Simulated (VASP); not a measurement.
OSZICAR of a VASP run on CoAl (CsCl type):

### OSZICAR
```
       N       E                     dE             d eps       ncg     rms          rms(c)
DAV:   1     0.360481324158E+02    0.36048E+02   -0.53252E+03  1688   0.125E+03
DAV:   2    -0.140274582304E+02   -0.50076E+02   -0.47282E+02  1692   0.195E+02
DAV:   3    -0.153515943442E+02   -0.13241E+01   -0.13153E+01  1978   0.418E+01
DAV:   4    -0.153754225138E+02   -0.23828E-01   -0.23818E-01  1996   0.499E+00
DAV:   5    -0.153760894601E+02   -0.66695E-03   -0.66693E-03  1946   0.847E-01    0.130E+01
DAV:   6    -0.174168799292E+02   -0.20408E+01   -0.63327E+01  1882   0.125E+02    0.159E+01
DAV:   7    -0.137420670553E+02    0.36748E+01   -0.28167E+01  1858   0.795E+01    0.205E+00
DAV:   8    -0.137192759885E+02    0.22791E-01   -0.21032E-01  1762   0.416E+00    0.121E+00
DAV:   9    -0.137022926982E+02    0.16983E-01   -0.46893E-02  2044   0.302E+00    0.310E-01
DAV:  10    -0.137018175636E+02    0.47513E-03   -0.10968E-03  2160   0.502E-01    0.153E-01
DAV:  11    -0.137018000019E+02    0.17562E-04   -0.26486E-05  2016   0.504E-02    0.166E-02
DAV:  12    -0.137017954826E+02    0.45193E-05   -0.14285E-05  1976   0.564E-02    0.615E-03
DAV:  13    -0.137017954010E+02    0.81652E-07   -0.43821E-07   900   0.702E-03
   1 F= -.13035724E+02 E0= -.13035553E+02  d E =-.130357E+02
```

Task: Which electronic solver shows in the log?

Result: It is blocked Davidson (ALGO = Normal, or the opening steps of other solvers). The INCAR had ALGO = Normal.

Task: How was spin treated?

Result: Without spin polarisation: there is no mag entry.

Task: Can the final energy be trusted as converged?

Result: The run converged. It stopped with EDIFF = 1E-6, NELM = 100, NSW = 40 and EDIFFG = -0.02 after 1 ionic step (LDA (Ceperley-Alder, Perdew-Zunger), plane waves, VASP's LDA PAW potentials (set 64)).

The compound is CoAl in the CsCl type structure. It was relaxed first under an external pressure of 5 GPa. The run is not spin-polarised, so no magnetic state was tried.
